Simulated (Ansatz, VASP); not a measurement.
# Cross-check of Sn between VASP and Ansatz, part 2 of 2

One calculation is typed for both programs; each brings its own data sets. How far apart do they land? The cell is taken from a series of runs on this material, whose earlier steps may have relaxed, scaled, displaced or heated it; both programs get it as it stands.

VASP 6.6.1 and Ansatz 0.2.0.

So far: Starting point; VASP: relaxation of cell and atoms, r2SCAN.

## (3) Ansatz: relaxation of cell and atoms, r2SCAN

Level of this step: Ansatz beside VASP: Kohn-Sham DFT, plane waves, r2SCAN (Ansatz).

Ansatz runs on its PAW soft_1 files.

The same cell, functional, mesh and smearing now go to Ansatz, which takes its cutoff from its data sets.

Contents of input.yaml:

```yaml
crystal:
  lattice:
    - [0.0, 3.28399661, 3.28399661]
    - [3.28399661, 0.0, 3.28399661]
    - [3.28399661, 3.28399661, 0.0]
  atoms:
    - { symbol: Sn, position: [0.0, 0.0, 0.0] }
    - { symbol: Sn, position: [0.25, 0.25, 0.25] }
kpoints:
  mp_grid: { grid: [12, 12, 12] }
hamiltonian:
  xc: r2scan
  pseudopotentials: { kind: paw, azcp: { folder: soft_1 } }
scf:
  occupations: { method: fermi_dirac, width: 0.025 }
output:
  forces: true
  stress: true
  eigenvalues: true
relax:
  adjacent_minimum: "off"
  f_tol: 0.001
  max_steps: 60
  cell: { stress_tol: 0.01 }
```

Started as:

```sh
> ansatz run input.yaml --threads 4 --pin off --max-ram 9216MiB --backend cpu --events-out ev --progress --plain --runs-dir out
```

Numbers of over 12 decimals in the logs are rounded to 6 here.

The log of the run:

```text
Engine: ansatz 0.2.0, x86_64-unknown-linux-gnu
Pseudopotentials: kind: paw
Pseudopotential: Sn, paw, valence charge 14, recommended cutoff 500 eV (meta_gga), soft_1/Sn.paw.azcp
Functional definition: r2SCAN
  parameter k0 = 0.174
  parameter k1 = 0.065
  parameter a1 = 4.9479
  exchange = r2scan_x(k0 = k0, k1 = k1, a1 = a1)
  correlation = r2scan_c
Crystal: 2 atoms, lattice volume = 70.833 Å³
Basis set: ecut = 500 eV, 1807 PW (Γ), exchange–correlation on 144×144×144 points (64 copies of the dense FFT grid, shifted against one another)
Bands: 18, of which v1, the nominal top of the filled ones, is band 14 counted from 1 (13 counted from 0)
Symmetry: 48 space group operations
Space group: Fd-3m (ITA 227), of the structure as read, at distance tolerance 4.1e-5 Å
k-points: 72 of 1728
Non-local potential: Sn, projectors of the file, l = 0: 2, l = 1: 2, l = 2: 2, l = 3: 1
PAW form: soft (Blöchl's): semilocal exchange-correlation on the pseudo side does not see the compensation charge
PAW frozen core: Sn, regenerated for the run's functional (the file was generated under x = pbe(κ = 0.804, μ = 0.219515), c = pbe(β = 0.066725))
PAW one-centre angular grid: Sn, 590 points (default); XC on 160 Gauss nodes
Initial density: superposition of atomic densities (chi_scale 0.1, normalization cell)
Initial wavefunctions: pseudopotential atomic-orbital guess
Functional: x = r2scan, c = r2scan; τ floored in thin density (d = 2e-4 eV/Å³)
iter 1 solved again at ethr=1.13e-3 eV; its pass at ethr=3.10e-3 eV (dr2=3.16e-1 eV) is discarded
SCF iter   1: F=—  HF=-12077.337037 eV  |F-HF|=—  |Δ(HF+E_count)|=         —  Δρ=2.13e-2  dr2=3.19e-1  dr2_τ=3.95e-3  ethr=1.13e-3  ⟨swp⟩=1.0  Hψ=9002  notcnv=0
preconditioner: auto → none  [insulator: Δε(μ)=0.138 eV  Ē_g=20.799 eV  σ=0.025 eV  W_gap=0.73  n_scr=14 (ndim 8)  ℏωp=23.3 eV  f_vac=0.010  D(μ)=0.09/eV (n_scr^D=0)  ε∞_Penn≈2.3]
SCF iter   2: F=—  HF=-12077.391907 eV  |F-HF|=—  |Δ(HF+E_count)|=   5.49e-2  Δρ=1.11e-2  dr2=7.29e-2  dr2_τ=7.82e-4  ethr=1.13e-3  ⟨swp⟩=2.0  Hψ=1580  notcnv=0
SCF iter   3: F=—  HF=-12077.409340 eV  |F-HF|=—  |Δ(HF+E_count)|=   1.74e-2  Δρ=7.83e-4  dr2=1.46e-4  dr2_τ=1.30e-5  ethr=2.61e-4  ⟨swp⟩=3.0  Hψ=2596  notcnv=0
SCF iter   4: F=—  HF=-12077.409495 eV  |F-HF|=—  |Δ(HF+E_count)|=   1.56e-4  Δρ=1.20e-4  dr2=5.24e-6  dr2_τ=8.01e-8  ethr=5.21e-7  ⟨swp⟩=3.0  Hψ=2310  notcnv=0
SCF iter   5: F=—  HF=-12077.409497 eV  |F-HF|=—  |Δ(HF+E_count)|=   2.17e-6  Δρ=3.72e-5  dr2=8.56e-7  dr2_τ=1.10e-8  ethr=1.87e-8  ⟨swp⟩=2.0  Hψ=2305  notcnv=0
SCF iter   6: F=-12077.409497 eV  HF=-12077.409497 eV  |F-HF|=6.44e-9  |Δ(HF+E_count)|=   5.33e-7  Δρ=3.46e-6  dr2=3.54e-9  dr2_τ=9.59e-11  ethr=3.57e-10  ⟨swp⟩=5.4  Hψ=6974  notcnv=0
SCF 1 converged in 6 iterations: F = -12077.409497 eV  dr2 = 3.54e-9
  greatest PAW one-centre occupation: 0.989 electrons in one spin orbital (limit 2), on the Sn atom at site 1 (counted from 0), in its partial waves of l = 2
relax step   1: F+E_penalty+E_count = -12077.40949689 eV  Δ(F+E_penalty+E_count) = +0.000e0 eV  max|allowed force component| = 1.156e-18 eV/Å  Δτ_max = 0.0000 Å  P = -0.001 GPa  Ω = 70.833 Å³  (6 SCF iters, dr2 threshold 1.00e-7 eV, accepted)
Initial density: handed on by an earlier stage of this run
Initial wavefunctions: pseudopotential atomic-orbital guess (no wavefunctions were taken with the density)
iter 1 solved again at ethr=2.19e-7 eV; its pass at ethr=3.10e-3 eV (dr2=6.13e-5 eV) is discarded
SCF iter   1: F=—  HF=-12077.409498 eV  |F-HF|=—  |Δ(HF+E_count)|=         —  Δρ=3.43e-6  dr2=3.61e-9  dr2_τ=9.07e-11  ethr=2.19e-7  ⟨swp⟩=3.8  Hψ=11259  notcnv=0
eigensolver tolerance schedule: the retry pair's looser diagonalisation over-reported the residual by 16985.00 of it (diagonalisation noise at an unbounded share of the residual, at the tolerance the schedule requests for it); recorded, not acted on — ethr = c·dr2/N_el stays at c = 1.0e-1
preconditioner: auto → Kerker (q_TF=auto, 2.337 Å⁻¹)  [metal: Δε(μ)=0.060 eV  Ē_g=20.826 eV  σ=0.025 eV  W_gap=0.43  n_scr=14 (ndim 8)  ℏωp=23.3 eV  f_vac=0.100  D(μ)=0.06/eV (n_scr^D=0)]
SCF iter   2: F=—  HF=-12077.409497 eV  |F-HF|=—  |Δ(HF+E_count)|=   9.81e-7  Δρ=2.19e-6  dr2=1.55e-9  dr2_τ=8.11e-11  ethr=1.29e-11  ⟨swp⟩=2.7  Hψ=2582  notcnv=0
SCF iter   3: F=—  HF=-12077.409497 eV  |F-HF|=—  |Δ(HF+E_count)|=   2.79e-9  Δρ=6.61e-7  dr2=2.35e-10  dr2_τ=2.48e-11  ethr=5.53e-12  ⟨swp⟩=2.0  Hψ=2308  notcnv=0
SCF iter   4: F=—  HF=-12077.409497 eV  |F-HF|=—  |Δ(HF+E_count)|=  8.91e-11  Δρ=2.95e-7  dr2=6.41e-11  dr2_τ=2.26e-12  ethr=8.38e-13 (applied; sched 1.00e-12)  ⟨swp⟩=2.5  Hψ=2215  notcnv=0
SCF iter   5: F=—  HF=-12077.409497 eV  |F-HF|=—  |Δ(HF+E_count)|=  1.09e-11  Δρ=1.75e-7  dr2=2.49e-11  dr2_τ=1.53e-12  ethr=2.29e-13 (applied; sched 1.00e-12)  ⟨swp⟩=2.0  Hψ=2305  notcnv=0
SCF iter   6: F=—  HF=-12077.409497 eV  |F-HF|=—  |Δ(HF+E_count)|=  5.46e-12  Δρ=5.71e-8  dr2=2.48e-12  dr2_τ=5.55e-14  ethr=8.91e-14 (applied; sched 1.00e-12)  ⟨swp⟩=2.0  Hψ=2305  notcnv=0
SCF iter   7: F=-12077.409497 eV  HF=-12077.409497 eV  |F-HF|=3.64e-12  |Δ(HF+E_count)|=  3.64e-12  Δρ=1.73e-8  dr2=1.74e-13  dr2_τ=7.36e-15  ethr=1.00e-12  ⟨swp⟩=5.7  Hψ=4969  notcnv=0
SCF 2 converged in 7 iterations: F = -12077.409497 eV  dr2 = 1.74e-13
relax step   2: F+E_penalty+E_count = -12077.40949689 eV  Δ(F+E_penalty+E_count) = -9.604e-10 eV  max|allowed force component| = 9.252e-18 eV/Å  Δτ_max = 0.0000 Å  P = -0.001 GPa  Ω = 70.833 Å³  stress off target by 1.39e-3 GPa  SCF on the basis re-selected at this cell (its energy is not comparable with the rows above)  (7 SCF iters)
basis re-selected at this cell: Δ(F+E_penalty+E_count) = -9.604e-10 eV, ΔP = +0.000 GPa vs the last step (what re-selecting the basis moved, of the pressure what is left beyond the Pulay correction that the steps carried, after the strain that the cell walked since its last selection, with what the two solves' SCF thresholds leave and, on support functions, any second-order correction that the steps lacked; it is no  [...]
SCF converged after 7 iterations
Free energy (F): -12077.409497 eV
Harris-Foulkes:  -12077.409497 eV  (|F-HF|=3.64e-12)
Internal energy: -12077.409365 eV  (E = F + TS)
E sigma→0 (E₀):  -12077.409431 eV
Entropy (-TS):   -0.000132 eV (-0.066 meV/atom)
Fermi energy:    7.372072 eV
--- Per-component energies (eV) ---
  E_band       = -276.074364
  E_kinetic    = 334.083739
  E_local      = -2662.520118  (includes V_loc(G=0)·N_el)
  E_nonlocal   = 289.082013
  E_hartree    = 1295.133920
  E_xc         = -229.224994
  E_vxc        = -168.557896  (∫ρ·V_xc dr)
  E_paw        = -8790.675295  (= ΣΔE_a)
  E_vpaw       = -669.509189  (= ΣTr[D̂ρ^β])
  E_aug_tail   = 0.000194  (compensation charges beyond the density's cutoff)
  E_vtau       = 11.079026  (kinetic-family band-sum trace: ∫τ·v_τ [+ j·A + Jᵃ·Aᵃ] dr)
  E_ewald      = -2314.759468
  E_core_change = 1.470642  (= ΣΔE_core)
  E_smearing   = -0.000132  (= −TS)
  E_closure    = 0.000000  (closes the sum)
  Σ components = -12077.409497   (vs F -12077.409497, Δ=0.00e0)
--- Forces (eV/Å), atoms counted from 1 ---
  atom   1  Sn    -0.00000000     0.00000000     0.00000000
  atom   2  Sn    -0.00000000     0.00000000     0.00000000
  max |Σ_I F_I| component: 1.11e-16 eV/Å
--- Stress (GPa, compression-positive) ---
       -0.001394       0.000000      -0.000000
        0.000000      -0.001394       0.000000
        0.000000       0.000000      -0.001394
  P = ⅓ Tr σ = -0.0014 GPa (-0.014 kbar)
--- Band table (eV; the first three rows and the last of 72) ---
  k-point 0: bands = [... 10 lower, -3.5204, 6.7447, 7.3697, 7.3697, 7.3697, 9.5829, 9.5829, 9.5829]
  k-point 1: bands = [... 10 lower, -3.4518, 5.7709, 7.2293, 7.2293, 7.8928, 9.7649, 9.7649, 9.8917]
  k-point 2: bands = [... 10 lower, -3.2490, 4.4670, 6.9262, 6.9262, 7.9671, 10.1562, 10.1562, 10.8229]
  k-point 71: bands = [... 10 lower, -0.3108, -0.3108, 4.2545, 4.2545, 10.9101, 10.9101, 11.5739, 11.5739]
--- Relaxed structure (1 steps of the walk, 1 accepted, 1 SCFs on fresh bases) ---
  F+E_penalty+E_count = -12077.40949689 eV   max|allowed force component| = 9.252e-18 eV/Å   (the final SCF, on the basis selected at the relaxed cell)
  cell:  # Å, volume = 70.8334 Å³
    - [0.0, 3.28399661, 3.28399661]
    - [3.28399661, 0.0, 3.28399661]
    - [3.28399661, 3.28399661, 0.0]
  atoms:
    - { symbol: Sn, position: [0.0, 0.0, 0.0] }
    - { symbol: Sn, position: [0.25, 0.25, 0.25] }
```

## (4) Comparison

Known differences besides the potentials themselves: VASP keeps PBE cores, Ansatz makes them for the functional; the cutoff is 500 eV in Ansatz and 550 eV in VASP; Ansatz adds a Pulay correction to the stress that steers its cell, VASP none. Total energies have different zeros and are not compared.

The two programs side by side:

| quantity | Ansatz | VASP | difference |
| --- | --- | --- | --- |
| volume (Å³) | 70.83 | 70.74 | +0.14 % |
| edge a after relaxation, in the typed setting (Å) | 4.644 | 4.642 | +0.05 % |

## (5) Results

| Property | Result |
| --- | --- |
| difference in volume (relaxation of cell and atoms, r2SCAN) | 0.14 % |

The difference in volume is 0.14 % (relaxation of cell and atoms, r2SCAN), within the 1.2 % picked in this series as the mark of a large difference, as far as the stopping tolerances let one tell. How closely two codes agree says nothing of how well the functional describes the real material.

[Lines on the potential files, build, host, timing and source positions are cut from VASP's logs without a mark.]

[Logs are printed without paths, hosts, clocks, repeated set-up lines and the standing remarks that a program may print on its own settings, such as how far it seeks lower states.]

[Hosts, paths, dates, database ids (printed as entryN), source tags and the programs' standing remarks are cut or masked in the printed files.]
